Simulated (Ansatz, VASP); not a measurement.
## AlN: VASP beside Ansatz

Aim: how closely do two programs agree when they are given the same cell, functional and k mesh? The cell is taken from a series of runs on this material, whose earlier steps may have relaxed, scaled, displaced or heated it; both programs get it as it stands.

Calculated with Ansatz 0.2.0; plane waves, with VASP 6.6.1 beside it; zone-centre phonons at LDA.

## (1) The structure

The structure is hexagonal, space group P6_3mc (No. 186). The conventional cell has a = 3.081 Å, b = 3.081 Å, c = 4.930 Å, α = 90.00°, β = 90.00°, γ = 120.00°. Al has 4 N at 1.87 to 1.88 Å nearest. Nearest to N lie 4 Al at 1.87 to 1.88 Å. Farther neighbours and most contacts between anions are not listed.

Coordinates:

```cif
data_structure
_symmetry_space_group_name_H-M 'P 1'
_symmetry_Int_Tables_number 1
_cell_length_a 3.0806
_cell_length_b 3.0806
_cell_length_c 4.9303
_cell_angle_alpha 90.000
_cell_angle_beta 90.000
_cell_angle_gamma 120.000
_cell_volume 40.52
loop_
_atom_site_label
_atom_site_type_symbol
_atom_site_fract_x
_atom_site_fract_y
_atom_site_fract_z
_atom_site_occupancy
Al1 Al 0.33333 0.66667 0.99900 1
Al2 Al 0.66667 0.33333 0.49900 1
N3 N 0.33333 0.66667 0.38100 1
N4 N 0.66667 0.33333 0.88100 1
```

## (2) Ansatz: zone-centre phonons, LDA

Ansatz runs on norm-conserving files, of PseudoDojo where its log says so.

Second derivatives magnify differences that forces hide, and they need a tight electronic threshold.

File input.yaml:

```yaml
crystal:
  lattice:
    - [3.0805571897, 0.0, 0.0]
    - [-1.5402785946, 2.6678407843, 0.0]
    - [0.0, 0.0, 4.930336414]
  atoms:
    - { symbol: Al, position: [0.3333333333, 0.6666666667, -0.0009953768] }
    - { symbol: Al, position: [0.6666666667, 0.3333333333, 0.4990046232] }
    - { symbol: "N", position: [0.3333333333, 0.6666666667, 0.3809953768] }
    - { symbol: "N", position: [0.6666666667, 0.3333333333, 0.8809953768] }
kpoints:
  mp_grid: { grid: [9, 9, 4] }
hamiltonian:
  xc: lda
  pseudopotentials: { kind: nc, accuracy: standard }
scf:
  occupations: { method: fixed }
output:
  eigenvalues: true
basis:
  ecutwfc: 979.61
phonons:
  method: dfpt
  dielectric: true
  rigid_motions: translations
  raman: true
```

On the command line:

```sh
$ ansatz run input.yaml --threads 8 --pin off --max-ram 16384MiB --backend cpu --events-out ev --progress --plain --runs-dir out
```

Output:

```text
Warning: basis.ecutwfc = 979.61 eV is below the records' recommended 1142.878222 eV, and the density's cutoff is lower with it unless basis.ecutrho_ratio is high enough to keep the records' density cutoff: compare with a run at a higher cutoff
Engine: ansatz 0.2.0, aarch64-unknown-linux-gnu
Pseudopotentials: kind: nc
Pseudopotential: Al, nc, valence charge 3, recommended cutoff 598.650497 eV (normal), Al.nc.azcp (PseudoDojo's, or run here from an input of PseudoDojo's; its table is named by hamiltonian.pseudopotentials.accuracy)
Pseudopotential: N, nc, valence charge 5, recommended cutoff 1142.878222 eV (normal), N.nc.azcp (PseudoDojo's, or run here from an input of PseudoDojo's; its table is named by hamiltonian.pseudopotentials.accuracy)
Functional definition: SPW92
  exchange = slater_x
  correlation = pw_c
Crystal: 4 atoms, lattice volume = 40.520 Å³
Basis set: ecut = 979.61 eV, 2827 PW (Γ), exchange–correlation on 64×64×108 points (8 copies of the dense FFT grid, shifted against one another)
Bands: 12, of which v1, the nominal top of the filled ones, is band 8 counted from 1 (7 counted from 0)
Symmetry: 12 space group operations
k-points: 95 of 324 (irreducible under 2 space group operations, time reversal used)
Non-local potential: Al, projectors of the file, l = 0: 2, l = 1: 2, l = 2: 2
Non-local potential: N, projectors of the file, l = 0: 2, l = 1: 2
Initial density: superposition of atomic densities (chi_scale 0.1, normalization cell, long waves kept (reshape's long-wave potential 0.00 eV rms))
Initial wavefunctions: pseudopotential atomic-orbital guess
Functional: x = slater, c = lda
SCF iter   1: F=—  HF=-702.205411 eV  |F-HF|=—  |Δ(HF+E_count)|=         —  Δρ=1.50e-1  dr2=1.05e1  ethr=3.10e-3  ⟨swp⟩=5.0  Hψ=6537  notcnv=0  defer=185
preconditioner: auto → none  [insulator: Δε(μ)=5.955 eV  Ē_g=14.529 eV  n_scr=2 (ndim 8)  ℏωp=23.3 eV  f_vac=0.000  ε∞_Penn≈3.6]
SCF iter   2: F=—  HF=-699.396425 eV  |F-HF|=—  |Δ(HF+E_count)|=    2.81e0  Δρ=7.57e-2  dr2=1.37e0  ethr=3.10e-3  ⟨swp⟩=4.7  Hψ=4035  notcnv=0  defer=188
SCF iter   3: F=—  HF=-699.003438 eV  |F-HF|=—  |Δ(HF+E_count)|=   3.93e-1  Δρ=2.15e-2  dr2=9.35e-2  ethr=3.10e-3  ⟨swp⟩=2.4  Hψ=2759  notcnv=0  defer=188
SCF iter   4: F=—  HF=-698.980868 eV  |F-HF|=—  |Δ(HF+E_count)|=   2.26e-2  Δρ=1.31e-3  dr2=2.20e-4  ethr=5.85e-4  ⟨swp⟩=2.0  Hψ=1338  notcnv=0  defer=190
SCF iter   5: F=—  HF=-698.980772 eV  |F-HF|=—  |Δ(HF+E_count)|=   9.57e-5  Δρ=1.62e-4  dr2=4.88e-6  ethr=1.37e-6  ⟨swp⟩=2.0  Hψ=1910  notcnv=0  defer=190
SCF iter   6: F=—  HF=-698.980772 eV  |F-HF|=—  |Δ(HF+E_count)|=   4.27e-7  Δρ=1.42e-5  dr2=3.21e-8  ethr=3.05e-8  ⟨swp⟩=2.3  Hψ=1688  notcnv=0  defer=76
SCF iter   7: F=—  HF=-698.980772 eV  |F-HF|=—  |Δ(HF+E_count)|=   6.36e-8  Δρ=1.37e-6  dr2=4.58e-10  ethr=2.01e-10  ⟨swp⟩=2.6  Hψ=1938  notcnv=0
SCF iter   8: F=-698.980772 eV  HF=-698.980772 eV  |F-HF|=1.71e-12  |Δ(HF+E_count)|=  1.12e-10  Δρ=2.36e-7  dr2=7.41e-12  ethr=1.00e-12  ⟨swp⟩=9.0  Hψ=8664  notcnv=0
SCF 1 converged in 8 iterations: F = -698.980772 eV  dr2 = 7.41e-12
NSCF: frozen V_eff on 4 k-points
DFPT response loops at Γ: preconditioner auto → none (the input reference at scf.mixing.eps_inf says where Resta's filter doesn't serve); β = 0.50; Broyden in place of MSR1
── the response to a field inside a basis, on 14×14×8 k-points: an SCF that follows is theirs, and a resumed run solves both again ──
Bands: 9, of which v1, the nominal top of the filled ones, is band 8 counted from 1 (7 counted from 0)
k-points: 224 of 1568 (irreducible under 4 space group operations, time reversal used)
Initial density: handed on by an earlier stage of this run
Initial wavefunctions: pseudopotential atomic-orbital guess (no wavefunctions were taken with the density)
Eigensolver: Dense (224 Hₖ)
SCF iter   1: F=—  HF=-698.981144 eV  |F-HF|=—  |Δ(HF+E_count)|=         —  Δρ=3.34e-4  dr2=4.92e-6  ethr=1.00e-1
preconditioner: auto → none  [insulator: Δε(μ)=4.735 eV  Ē_g=11.278 eV  n_scr=2 (ndim 8)  ℏωp=23.3 eV  f_vac=0.000  ε∞_Penn≈5.3]
SCF iter   2: F=—  HF=-698.981146 eV  |F-HF|=—  |Δ(HF+E_count)|=   1.53e-6  Δρ=1.67e-4  dr2=1.10e-6  ethr=3.07e-8
SCF iter   3: F=—  HF=-698.981146 eV  |F-HF|=—  |Δ(HF+E_count)|=   5.20e-7  Δρ=7.50e-5  dr2=1.96e-7  ethr=6.87e-9
SCF iter   4: F=—  HF=-698.981146 eV  |F-HF|=—  |Δ(HF+E_count)|=   1.47e-7  Δρ=2.71e-6  dr2=4.36e-10  ethr=1.22e-9
SCF iter   5: F=-698.981146 eV  HF=-698.981146 eV  |F-HF|=9.09e-13  |Δ(HF+E_count)|=  8.98e-11  Δρ=6.53e-8  dr2=7.12e-13  ethr=2.72e-12
SCF 1 converged in 5 iterations: F = -698.981146 eV  dr2 = 7.12e-13
DFPT response loops at Γ: mixed as the last ones told, above
DFPT response loops at Γ: mixed as the last ones told, above
WARN: field response: ε∞ stands inside a basis, on 14×14×8 points; the force constants stand on the 9×9×4 k-mesh, whose period is 12.97 times the interband length at k = (0.0000, 0.0000, 0.0000), direct gap 4.506 eV, under 14: take them and everything formed from them as unconverged, and compare with a denser kpoints.mp_grid
SCF converged after 8 iterations
Free energy (F): -698.980772 eV
Harris-Foulkes:  -698.980772 eV  (|F-HF|=1.71e-12)
Internal energy: -698.980772 eV  (E = F + TS)
E sigma→0 (E₀):  -698.980772 eV
Fermi energy:    7.155352 eV
--- Per-component energies (eV) ---
  E_band       = 30.024065
  E_kinetic    = 449.665717
  E_local      = -430.672304  (includes V_loc(G=0)·N_el)
  E_nonlocal   = -39.110842
  E_hartree    = 151.215750
  E_xc         = -232.228350
  E_vxc        = -252.289983  (∫ρ·V_xc dr)
  E_ewald      = -597.850744
  E_smearing   = -0.000000  (= −TS)
  E_closure    = 0.000000  (closes the sum)
  Σ components = -698.980772   (vs F -698.980772, Δ=0.00e0)
--- Band table (eV; the first three rows and the last of 95) ---
  k-point 0: bands = [... 4 lower, 6.2599, 6.9254, 6.9254, 7.1554, 11.6610, 13.9686, 17.8702, 18.3454]
  k-point 1: bands = [... 4 lower, 6.3526, 6.3526, 6.8231, 6.8231, 12.5824, 14.1046, 17.5260, 18.3148]
  k-point 2: bands = [... 4 lower, 6.5829, 6.5829, 6.5829, 6.5829, 13.8395, 13.8395, 17.5504, 17.5504]
  k-point 94: bands = [... 4 lower, 4.4987, 4.4987, 6.0404, 6.0404, 13.7489, 13.7489, 16.5484, 16.5484]
--- Phonons (Γ-DFPT): 4 representative perturbations + reference, on 95 of 324 k-points (Σ response iterations 12) ---
  k mesh reduced under 2 symmetry operations, with k and −k counted as one. Each operation leaves every solved perturbation unchanged. A smaller set is not considered because the run solves the response to a homogeneous field
  ASR residual: 1.516e-4 → 0.000e0 eV/Å²; symmetrization residual: 1.195e-6 eV/Å²
  ASR residual per site (eV/Å²): 3.12e-5 3.12e-5 1.52e-4 1.52e-4
  Γ frequencies (cm⁻¹): 0.00 0.00 0.00 241.59 241.59 555.38 626.20 674.23 674.23 684.66 684.66 737.29
  ε∞ (high-frequency dielectric tensor):
        4.344490     0.000000    -0.000000
        0.000000     4.344490     0.000000
       -0.000000     0.000000     4.563309
  ε⁰ (static dielectric tensor: ions relaxed, cell fixed):
        7.878835     0.000000    -0.000000
        0.000000     7.878835    -0.000000
       -0.000000    -0.000000     9.353994
  ε⁰ − ε∞ (ionic part):
        3.534345     0.000000    -0.000000
        0.000000     3.534345    -0.000000
       -0.000000    -0.000000     4.790685
  softest optical mode at Γ: 241.59 cm⁻¹; the repairs (sum rule, projections) moved no ω² at Γ by more than (1.79 cm⁻¹)²
  Born effective charges Z* (e; rows j = field, columns β = displacement):
    site 0:
         2.50790    0.00000   -0.00000
         0.00000    2.50790   -0.00000
        -0.00000   -0.00000    2.67050
    site 1:
         2.50790    0.00000    0.00000
         0.00000    2.50790   -0.00000
        -0.00000   -0.00000    2.67050
    site 2:
        -2.50790   -0.00000    0.00000
        -0.00000   -2.50790    0.00000
         0.00000    0.00000   -2.67050
    site 3:
        -2.50790   -0.00000    0.00000
        -0.00000   -2.50790   -0.00000
         0.00000   -0.00000   -2.67050
  Z* charge neutrality: 7.238e-4 e pre-enforcement
  solved inside a basis spanned on kpoints, on 14×14×8 k-points: ε∞ is read to err by 1.3e-2, Z* by 1.0e-2 e (field_mesh: kpoints solves on kpoints); Z* is corrected for what the basis lacks
  Raman tensors (in the event stream and the table raman_tensors.tsv): an entry may err by 2.1e-3 Å², one of the second-order susceptibility by 7.1e-3 pm/V (basis, points and sum rule); their sum over the sites missed zero by 1.006e-4 Å² ahead of its enforcement
  optical modes at Γ without the LO–TO term, one row a degenerate level:
      ω (cm⁻¹)  modes    IR ((D/Å)²/amu)  static Raman (Å⁴/amu)  depolarisation
        241.59      2             0.0000                 0.1198           0.750
        555.38      1             0.0000                 0.0000               —
        626.20      1            35.6884                21.1427           0.748
        674.23      2             0.0000                19.6014           0.750
        684.66      2            62.9495                 9.9619           0.750
        737.29      1             0.0000                 0.0000               —
  optical modes at Γ + LO–TO along q̂ = [1.0000, 0.0000, 0.0000]:
      ω (cm⁻¹)  modes    IR ((D/Å)²/amu)  static Raman (Å⁴/amu)  depolarisation
        241.59      2             0.0000                 0.1198           0.750
        555.38      1             0.0000                 0.0000               —
        626.20      1            35.6884                21.1427           0.748
        674.23      2             0.0000                19.6014           0.750
        684.66      1            31.4748                 4.9809           0.750
        737.29      1             0.0000                 0.0000               —
        922.01      1            31.4748                 5.1115           0.750
  optical modes at Γ + LO–TO along q̂ = [0.0000, 1.0000, 0.0000]:
      ω (cm⁻¹)  modes    IR ((D/Å)²/amu)  static Raman (Å⁴/amu)  depolarisation
        241.59      2             0.0000                 0.1198           0.750
        555.38      1             0.0000                 0.0000               —
        626.20      1            35.6884                21.1427           0.748
        674.23      2             0.0000                19.6014           0.750
        684.66      1            31.4748                 4.9809           0.750
        737.29      1             0.0000                 0.0000               —
        922.01      1            31.4748                 5.1115           0.750
  optical modes at Γ + LO–TO along q̂ = [0.0000, 0.0000, 1.0000]:
      ω (cm⁻¹)  modes    IR ((D/Å)²/amu)  static Raman (Å⁴/amu)  depolarisation
        241.59      2             0.0000                 0.1198           0.750
        555.38      1             0.0000                 0.0000               —
        674.23      2             0.0000                19.6014           0.750
        684.66      2            62.9495                 9.9619           0.750
        737.29      1             0.0000                 0.0000               —
        896.54      1            35.6884                 9.9083           0.546
```

(Part 1 of 3 ends here.)

[Lines on the potential files, build, host, timing and source positions are cut from VASP's logs without a mark.]

[Logs are printed without paths, hosts, clocks, repeated set-up lines and the standing remarks that a program may print on its own settings, such as how far it seeks lower states.]

[Hosts, paths, dates, database ids (printed as entryN), source tags and the programs' standing remarks are cut or masked in the printed files.]
